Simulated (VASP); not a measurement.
# Driving VASP from ASE on HfC, part 2 of 4

Do ASE scripts that read HfC from different structure formats give one answer, and do several routes find one equilibrium volume? All runs use PBEsol. Left out of this account: at least 1 further run (self-consistent run: a reference on another mesh). The start is a cell from a database of measured crystal structures.

VASP 6.6.1; PBEsol; plane waves and PAW (Hf_pv, C).

So far. Step 2 (Self-consistent run (PBEsol, through ASE)): The pressure is -7.03 GPa and the largest force 0.000 eV/Å, so the cell is not at a minimum at these settings.

The database entry behind the starting cell differs from later determinations by our own check (about 0.2 % long), so it need not match the best structure at ambient conditions.

### 3. Self-consistent run (PBEsol, through ASE), try 2

System of this step: HfC. The structure is cubic, space group Fm-3m (No. 225). The conventional cell has a = 4.650 Å, b = 4.650 Å, c = 4.650 Å, α = 90.00°, β = 90.00°, γ = 90.00°. Hf has 6 C at 2.33 Å nearest. Nearest to C lie 6 Hf at 2.33 Å. Farther neighbours are not listed.

The single point through ASE, with the structure read from a CIF with its space group. The file expands to the conventional cell of 8 atoms, on a 6×6×6 mesh.

run.py reads:

```python
import numpy as np
from ase.calculators.vasp import Vasp
from ase.io import read
from ase.dft.bandgap import bandgap

atoms = read('HfC.cif')

calc = Vasp(
    xc='pbesol',
    pp='PBE',
    prec='Accurate',
    encut=520,
    ediff=1e-06,
    nelm=100,
    ismear=-1,
    sigma=0.05,
    lreal=False,
    algo='Normal',
    nbands=36,
    lasph=True,
    lorbit=11,
    lwave=False,
    lcharg=False,
    kpar=2,
    isif=2,
    pp_version='64',
    setups={'Hf': '_pv', 'C': ''},
    kpts=(6, 6, 6),
    gamma=True,
    txt='vasp.out',
)
atoms.calc = calc

print("energy (eV):", round(atoms.get_potential_energy(), 6))
print("Fermi level (eV):", round(calc.get_fermi_level(), 4))
print("forces (eV/A):")
print(np.round(atoms.get_forces(), 4))
print("stress (GPa, Voigt, tension positive):", np.round(atoms.get_stress() * 160.21766, 3))
gap, p1, p2 = bandgap(calc, direct=False)
print("gap on the mesh (eV):", round(gap, 4))
```

HfC.cif reads:

```cif
data_HfC
_cell_length_a 4.65000000
_cell_length_b 4.65000000
_cell_length_c 4.65000000
_cell_angle_alpha 90.00000000
_cell_angle_beta 90.00000000
_cell_angle_gamma 90.00000000
_space_group_name_H-M_alt 'Fm-3m'
_space_group_name_Hall '-F 4 2 3'
_space_group_IT_number 225
loop_
_space_group_symop_operation_xyz
'x,y,z'
'-x,-y,-z'
'-y,x,z'
'y,-x,-z'
'-x,-y,z'
'x,y,-z'
'y,-x,z'
'-y,x,-z'
'x,-y,-z'
'-x,y,z'
'-y,-x,-z'
'y,x,z'
'-x,y,-z'
'x,-y,z'
'y,x,-z'
'-y,-x,z'
'z,x,y'
'-z,-x,-y'
'z,-y,x'
'-z,y,-x'
'z,-x,-y'
'-z,x,y'
'z,y,-x'
'-z,-y,x'
'-z,x,-y'
'z,-x,y'
'-z,-y,-x'
'z,y,x'
'-z,-x,y'
'z,x,-y'
'-z,y,x'
'z,-y,-x'
'y,z,x'
'-y,-z,-x'
'x,z,-y'
'-x,-z,y'
'-y,z,-x'
'y,-z,x'
'-x,z,y'
'x,-z,-y'
'-y,-z,x'
'y,z,-x'
'-x,-z,-y'
'x,z,y'
'y,-z,-x'
'-y,z,x'
'x,-z,y'
'-x,z,-y'
'x,y+1/2,z+1/2'
'-x,-y+1/2,-z+1/2'
'-y,x+1/2,z+1/2'
'y,-x+1/2,-z+1/2'
'-x,-y+1/2,z+1/2'
'x,y+1/2,-z+1/2'
'y,-x+1/2,z+1/2'
'-y,x+1/2,-z+1/2'
'x,-y+1/2,-z+1/2'
'-x,y+1/2,z+1/2'
'-y,-x+1/2,-z+1/2'
'y,x+1/2,z+1/2'
'-x,y+1/2,-z+1/2'
'x,-y+1/2,z+1/2'
'y,x+1/2,-z+1/2'
'-y,-x+1/2,z+1/2'
'z,x+1/2,y+1/2'
'-z,-x+1/2,-y+1/2'
'z,-y+1/2,x+1/2'
'-z,y+1/2,-x+1/2'
'z,-x+1/2,-y+1/2'
'-z,x+1/2,y+1/2'
'z,y+1/2,-x+1/2'
'-z,-y+1/2,x+1/2'
'-z,x+1/2,-y+1/2'
'z,-x+1/2,y+1/2'
'-z,-y+1/2,-x+1/2'
'z,y+1/2,x+1/2'
'-z,-x+1/2,y+1/2'
'z,x+1/2,-y+1/2'
'-z,y+1/2,x+1/2'
'z,-y+1/2,-x+1/2'
'y,z+1/2,x+1/2'
'-y,-z+1/2,-x+1/2'
'x,z+1/2,-y+1/2'
'-x,-z+1/2,y+1/2'
'-y,z+1/2,-x+1/2'
'y,-z+1/2,x+1/2'
'-x,z+1/2,y+1/2'
'x,-z+1/2,-y+1/2'
'-y,-z+1/2,x+1/2'
'y,z+1/2,-x+1/2'
'-x,-z+1/2,-y+1/2'
'x,z+1/2,y+1/2'
'y,-z+1/2,-x+1/2'
'-y,z+1/2,x+1/2'
'x,-z+1/2,y+1/2'
'-x,z+1/2,-y+1/2'
'x+1/2,y,z+1/2'
'-x+1/2,-y,-z+1/2'
'-y+1/2,x,z+1/2'
'y+1/2,-x,-z+1/2'
'-x+1/2,-y,z+1/2'
'x+1/2,y,-z+1/2'
'y+1/2,-x,z+1/2'
'-y+1/2,x,-z+1/2'
'x+1/2,-y,-z+1/2'
'-x+1/2,y,z+1/2'
'-y+1/2,-x,-z+1/2'
'y+1/2,x,z+1/2'
'-x+1/2,y,-z+1/2'
'x+1/2,-y,z+1/2'
'y+1/2,x,-z+1/2'
'-y+1/2,-x,z+1/2'
'z+1/2,x,y+1/2'
'-z+1/2,-x,-y+1/2'
'z+1/2,-y,x+1/2'
'-z+1/2,y,-x+1/2'
'z+1/2,-x,-y+1/2'
'-z+1/2,x,y+1/2'
'z+1/2,y,-x+1/2'
'-z+1/2,-y,x+1/2'
'-z+1/2,x,-y+1/2'
'z+1/2,-x,y+1/2'
'-z+1/2,-y,-x+1/2'
'z+1/2,y,x+1/2'
'-z+1/2,-x,y+1/2'
'z+1/2,x,-y+1/2'
'-z+1/2,y,x+1/2'
'z+1/2,-y,-x+1/2'
'y+1/2,z,x+1/2'
'-y+1/2,-z,-x+1/2'
'x+1/2,z,-y+1/2'
'-x+1/2,-z,y+1/2'
'-y+1/2,z,-x+1/2'
'y+1/2,-z,x+1/2'
'-x+1/2,z,y+1/2'
'x+1/2,-z,-y+1/2'
'-y+1/2,-z,x+1/2'
'y+1/2,z,-x+1/2'
'-x+1/2,-z,-y+1/2'
'x+1/2,z,y+1/2'
'y+1/2,-z,-x+1/2'
'-y+1/2,z,x+1/2'
'x+1/2,-z,y+1/2'
'-x+1/2,z,-y+1/2'
'x+1/2,y+1/2,z'
'-x+1/2,-y+1/2,-z'
'-y+1/2,x+1/2,z'
'y+1/2,-x+1/2,-z'
'-x+1/2,-y+1/2,z'
'x+1/2,y+1/2,-z'
'y+1/2,-x+1/2,z'
'-y+1/2,x+1/2,-z'
'x+1/2,-y+1/2,-z'
'-x+1/2,y+1/2,z'
'-y+1/2,-x+1/2,-z'
'y+1/2,x+1/2,z'
'-x+1/2,y+1/2,-z'
'x+1/2,-y+1/2,z'
'y+1/2,x+1/2,-z'
'-y+1/2,-x+1/2,z'
'z+1/2,x+1/2,y'
'-z+1/2,-x+1/2,-y'
'z+1/2,-y+1/2,x'
'-z+1/2,y+1/2,-x'
'z+1/2,-x+1/2,-y'
'-z+1/2,x+1/2,y'
'z+1/2,y+1/2,-x'
'-z+1/2,-y+1/2,x'
'-z+1/2,x+1/2,-y'
'z+1/2,-x+1/2,y'
'-z+1/2,-y+1/2,-x'
'z+1/2,y+1/2,x'
'-z+1/2,-x+1/2,y'
'z+1/2,x+1/2,-y'
'-z+1/2,y+1/2,x'
'z+1/2,-y+1/2,-x'
'y+1/2,z+1/2,x'
'-y+1/2,-z+1/2,-x'
'x+1/2,z+1/2,-y'
'-x+1/2,-z+1/2,y'
'-y+1/2,z+1/2,-x'
'y+1/2,-z+1/2,x'
'-x+1/2,z+1/2,y'
'x+1/2,-z+1/2,-y'
'-y+1/2,-z+1/2,x'
'y+1/2,z+1/2,-x'
'-x+1/2,-z+1/2,-y'
'x+1/2,z+1/2,y'
'y+1/2,-z+1/2,-x'
'-y+1/2,z+1/2,x'
'x+1/2,-z+1/2,y'
'-x+1/2,z+1/2,-y'
loop_
_atom_site_label
_atom_site_type_symbol
_atom_site_symmetry_multiplicity
_atom_site_Wyckoff_symbol
_atom_site_fract_x
_atom_site_fract_y
_atom_site_fract_z
_atom_site_occupancy
Hf1 Hf 4 b 0.5000000000 0.0000000000 0.0000000000 1
C1 C 4 a 0.0000000000 0.0000000000 0.0000000000 1
```

PAW data sets: Hf_pv and C (PBE family, release 64).

The run is started by

```console
export ASE_VASP_COMMAND="mpirun -np 2 vasp_std"
python run.py
```

The log of the run:

```text
energy (eV): -88.760701
Fermi level (eV): 5.7176
forces (eV/A):
[[ 0. -0. -0.]
 [-0. -0. -0.]
 [ 0.  0.  0.]
 [-0. -0.  0.]
 [-0. -0. -0.]
 [-0.  0. -0.]
 [ 0. -0.  0.]
 [-0. -0. -0.]]
stress (GPa, Voigt, tension positive): [ 7.058  7.058  7.058 -0.    -0.    -0.   ]
gap on the mesh (eV): 0.0
```

Wall time 38 s (2 MPI ranks of AMD EPYC 7R43, shared host); peak memory 0.39 GiB.

ASE turned this into the INCAR:

```
ENCUT = 520.000000
SIGMA = 0.050000
EDIFF = 1.00e-06
ALGO = Normal
GGA = PS
PREC = Accurate
ISIF = 2
ISMEAR = -1
KPAR = 2
LORBIT = 11
NBANDS = 36
NELM = 100
LASPH = .TRUE.
LCHARG = .FALSE.
LWAVE = .FALSE.
LREAL = .FALSE.
```

ASE turned this into the KPOINTS:

```
KPOINTS created by Atomic Simulation Environment
0
Gamma
6 6 6
0 0 0
```

VASP's own log, vasp.out:

```text
[banner, memory and clock lines left out]
running    2 mpi-ranks, on    1 nodes
 distrk:  each k-point on    1 cores,    2 groups
 distr:  one band on    1 cores,    1 groups

 POSCAR found type information on POSCAR HfC
 POSCAR found :  2 types and       8 ions
 [... a notice as in an earlier step ...]

 LDA part: xc-table for (Slater+PW92), standard interpolation
 POSCAR, INCAR and KPOINTS ok, starting setup
 FFT: planning ... GRIDC
 FFT: planning ... GRID_SOFT
 FFT: planning ... GRID
 WAVECAR not read
 entering main loop
       N       E                     dE             d eps       ncg     rms          rms(c)
DAV:   1     0.232384076200E+03    0.23238E+03   -0.30973E+04  1440   0.153E+03
DAV:   2    -0.835183660190E+02   -0.31590E+03   -0.30642E+03  1784   0.358E+02
DAV:   3    -0.100103009292E+03   -0.16585E+02   -0.16385E+02  1756   0.601E+01
DAV:   4    -0.100343686458E+03   -0.24068E+00   -0.24011E+00  1772   0.784E+00
DAV:   5    -0.100347004941E+03   -0.33185E-02   -0.33170E-02  1760   0.859E-01    0.116E+02
DAV:   6    -0.890675269477E+02    0.11279E+02   -0.74173E+01  1552   0.267E+01    0.793E+01
DAV:   7    -0.888410545216E+02    0.22647E+00   -0.44397E+00  1684   0.920E+00    0.342E+01
DAV:   8    -0.887858777030E+02    0.55177E-01   -0.23223E-01  1724   0.241E+00    0.620E+00
DAV:   9    -0.887665267737E+02    0.19351E-01   -0.13936E-01  1704   0.137E+00    0.500E+00
DAV:  10    -0.887638778336E+02    0.26489E-02   -0.92439E-03  1644   0.471E-01    0.267E-01
DAV:  11    -0.887636945006E+02    0.18333E-03   -0.14670E-03  1736   0.151E-01    0.314E-01
DAV:  12    -0.887636883561E+02    0.61445E-05   -0.30565E-05  1752   0.224E-02    0.119E-01
DAV:  13    -0.887636885557E+02   -0.19960E-06   -0.15992E-06  1192   0.620E-03
   1 F= -.88763689E+02 E0= -.88760701E+02  d E =-.597439E-02
```

OUTCAR, selected parts (step 3):

```text
  LATTYP: Found a simple cubic cell.
 ALAT       =     4.6500000000

The static configuration has the point symmetry O_h .

 Found     20 irreducible k-points:

   k-points           NKPTS =     20   k-points in BZ     NKDIM =     20   number of bands    NBANDS=     36

   dimension x,y,z NGX =    36 NGY =   36 NGZ =   36
   dimension x,y,z NGXF=    72 NGYF=   72 NGZF=   72

   ENCUT  =  520.0 eV  38.22 Ry    6.18 a.u.   8.65  8.65  8.65*2*pi/ulx,y,z

   NELECT =      56.0000    total number of electrons

 E-fermi :   5.7176

 k-point     1 :       0.0000    0.0000    0.0000
  band No.  band energies     occupation
    ...
     24       5.7277      0.90008
     25       5.7277      0.90008
     26       5.7277      0.90008
     27       5.7277      0.90008
     28       5.7277      0.90008
     29       6.8336      0.00000
     30       6.8336      0.00000
     31       6.8336      0.00000
     32       7.1509      0.00000
     33       7.1509      0.00000
    ...

 k-point     2 :       0.1667    0.0000    0.0000
  band No.  band energies     occupation
    ...
     23       4.8269      2.00000
     24       4.8269      2.00000
     25       5.2910      1.99961
     26       5.6359      1.67383
     27       5.6359      1.67383
     28       6.0909      0.00114
     29       6.0909      0.00114
     30       6.4026      0.00000
     31       6.4026      0.00000
     32       6.8231      0.00000
    ...

  Total       -4.4295499     -4.4295499     -4.4295499      0.0000000     -0.0000000      0.0000000
  in kB      -70.5848212    -70.5848212    -70.5848212      0.0000000     -0.0000000      0.0000000
  external PRESSURE =     -70.5848212 kB  Pullay stress =       0.0000000 kB

  energy-cutoff  :      520.00
  volume of cell :      100.54
      direct lattice vectors                 reciprocal lattice vectors
     4.650000000  0.000000000  0.000000000     0.215053763  0.000000000  0.000000000
     0.000000000  4.650000000  0.000000000     0.000000000  0.215053763  0.000000000
     0.000000000  0.000000000  4.650000000     0.000000000  0.000000000  0.215053763

 POSITION                                       TOTAL-FORCE (eV/Angst)
 -----------------------------------------------------------------------------------
      2.32500      0.00000      0.00000         0.000000     -0.000000     -0.000000
      0.00000      2.32500      0.00000        -0.000000     -0.000000     -0.000000
      0.00000      0.00000      2.32500         0.000000      0.000000      0.000000
      2.32500      2.32500      2.32500        -0.000000     -0.000000      0.000000
      0.00000      0.00000      0.00000        -0.000000     -0.000000     -0.000000
      0.00000      2.32500      2.32500        -0.000000      0.000000     -0.000000
      2.32500      0.00000      2.32500         0.000000     -0.000000      0.000000
      2.32500      2.32500      0.00000        -0.000000     -0.000000     -0.000000
 -----------------------------------------------------------------------------------
    total drift:                                0.000000      0.000000     -0.000000

  FREE ENERGIE OF THE ION-ELECTRON SYSTEM (eV)
  ---------------------------------------------------
  free  energy   TOTEN  =       -88.7636885557 eV

  energy  without entropy=      -88.7577141614  energy(sigma->0) =      -88.76070136

 total charge
# of ion       s       p       d       tot
------------------------------------------
    1        0.312   6.625   1.678   8.614
    2        0.312   6.625   1.678   8.614
    3        0.312   6.625   1.678   8.614
    4        0.312   6.625   1.678   8.614
    5        0.868   1.499   0.000   2.366
    6        0.868   1.499   0.000   2.366
    7        0.868   1.499   0.000   2.366
    8        0.868   1.499   0.000   2.366
--------------------------------------------------
tot          4.717  32.492   6.713  43.922

[... 1 part as in an earlier step ...]

[... 7 further parts left out ...]
```

At this level the cell is under a tension of 7.1 GPa, so at these settings it is away from equilibrium.

Numbers from this step:

```yaml
scf_cycles: 13
electrons: 56
bands: 36
irreducible_k_points: 20
free_energy_toten: -88.7637 eV
energy_at_zero_smearing: -88.7607 eV
fermi_energy: 5.718 eV
pressure: -7.058 GPa
```

The energy lies -5.43 meV an atom from the first script, since this cell and mesh sample the zone at other points.

[end of part 2 of 4]

[Lines on the potential files, build, host, timing and source positions are cut from VASP's logs without a mark.]

[Logs are printed without paths, hosts, clocks, repeated set-up lines and the standing remarks that a program may print on its own settings, such as how far it seeks lower states.]

[Hosts, paths, dates, database ids (printed as entryN), source tags and the programs' standing remarks are cut or masked in the printed files.]

[A measured line is paired with the nearest computed mode of its activity, which favours agreement.]

[In band tables of VASP the shares of atoms and orbitals are scaled to a sum of 1 inside the atoms' spheres.]
